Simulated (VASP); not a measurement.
```yaml
crystal:
  lattice:
    - [3.79921, 0.00000, 0.00000]
    - [-1.89961, 3.29021, 0.00000]
    - [0.00000, 0.00000, 6.25956]
  atoms:
    - { symbol: Ga, position: [0.66667, 0.33333, 0.50004] }
    - { symbol: Ga, position: [0.33333, 0.66667, 0.00004] }
    - { symbol: P, position: [0.66667, 0.33333, 0.87396] }
    - { symbol: P, position: [0.33333, 0.66667, 0.37396] }
```

Calculation: LDA (Ceperley-Alder, Perdew-Zunger), VASP's LDA PAW potentials (set 64) (plane waves; VASP 6.6.1). Settings: 400 eV cut-off, 8×8×4 Γ-centred mesh, tetrahedra with Blöchl corrections, potentials Ga_d P.

The cores are frozen, which limits the accuracy of field gradients.

Question: Give the principal components of the electric field gradient (V/Å²) and the asymmetry η at each nucleus.

Answer: 
```tsv
atom	Vxx	Vyy	Vzz	η
Ga1	-1.3	-1.3	2.7	0.00
Ga2	-1.3	-1.3	2.7	0.00
P3	-2.4	-2.4	4.8	0.00
P4	-2.4	-2.4	4.8	0.00
```

The structure comes from a computed database's GaP entry (P6_3mc); how it stands against other phases isn't given here. It was relaxed first.
